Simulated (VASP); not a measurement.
Consider the following.

```xyz
3
Lattice="0.0000 3.4596 3.4596 3.4596 0.0000 3.4596 3.4596 3.4596 0.0000" Properties=species:S:1:pos:R:3 pbc="T T T"
Sr     0.0000     0.0000     0.0000
Cl     1.7298     1.7298     1.7298
Cl     5.1895     5.1895     5.1895
```

Computed with PBEsol GGA, VASP's PBE PAW potentials (set 64) (plane waves; VASP). Run with 480 eV cut-off, 5×5×5 Γ-centred mesh, Gaussian smearing of 0.050 eV, potentials Sr_sv Cl.

### Question
Estimate the energy per atom (σ→0).

### Answer

The energy per atom (σ→0) is -4.447 eV/atom.

Total energies compare only between runs with the same potentials, cut-off and functional.

The compound is SrCl2 in the fluorite structure. It was relaxed first. The start is the result of an earlier pass.
